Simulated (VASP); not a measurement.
Consider the following.

```
CELL_PARAMETERS angstrom
      4.06880     0.00000     0.00000
      0.00000     4.06880     0.00000
      0.00000     0.00000     4.06880
ATOMIC_POSITIONS crystal
  Sc 0.00000 0.00000 0.00000
  Al 0.00000 0.50000 0.50000
  Al 0.50000 0.00000 0.50000
  Al 0.50000 0.50000 0.00000
```

The numbers are results of AM05 GGA, VASP's PBE PAW potentials (set 64) (plane waves; VASP), not measurements. Settings: 520 eV cut-off, 7×7×7 Γ-centred mesh, first-order Methfessel-Paxton smearing of 0.10 eV, potentials Sc_sv Al.

What does the run give for the energy per atom (σ→0), band gap (on the k-mesh) with the smallest direct gap where there is one?

* **band gap (on the k-mesh)**: none (metal, semimetal or under 0.01 eV)
* **energy per atom (σ→0)**: -5.076 eV/atom

Only differences to runs with the same potentials and settings are physical.

The compound is Al3Sc in the L1_2 structure. It was relaxed first. The start is the result of an earlier pass.
